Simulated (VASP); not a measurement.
```
CsSnI3
1.0
    6.19177     0.00000     0.00000
    0.00000     6.19177     0.00000
    0.00000     0.00000     6.19177
Cs Sn I
1 1 3
Direct
  0.00000   0.00000   0.00000
  0.50000   0.50000   0.50000
  0.50000   0.00000   0.50000
  0.00000   0.50000   0.50000
  0.50000   0.50000   0.00000
```

Level of theory: optB86b-vdW, VASP's PBE PAW potentials (set 64) (plane waves; VASP). Settings: 520 eV cut-off, 4×4×4 Γ-centred mesh, tetrahedra with Blöchl corrections, potentials Cs_sv Sn_d I.

The cores are frozen, which limits the accuracy of field gradients.

Problem. Give the principal components of the electric field gradient (V/Å²) and the asymmetry η at each nucleus.

Solution. 
```json
[
 {"atom": "Cs1", "Vxx": "0.0", "Vyy": "0.0", "Vzz": "0.0", "η": "-"},
 {"atom": "Sn2", "Vxx": "0.0", "Vyy": "0.0", "Vzz": "0.0", "η": "-"},
 {"atom": "I3", "Vxx": "-173.9", "Vyy": "-173.9", "Vzz": "347.8", "η": "0.00"},
 {"atom": "I4", "Vxx": "-173.9", "Vyy": "-173.9", "Vzz": "347.8", "η": "0.00"},
 {"atom": "I5", "Vxx": "-173.9", "Vyy": "-173.9", "Vzz": "347.8", "η": "0.00"}
]
```

The compound is CsSnI3 in the cubic perovskite structure, the ideal cubic form; the compound distorts at low or room temperature. It was relaxed first.
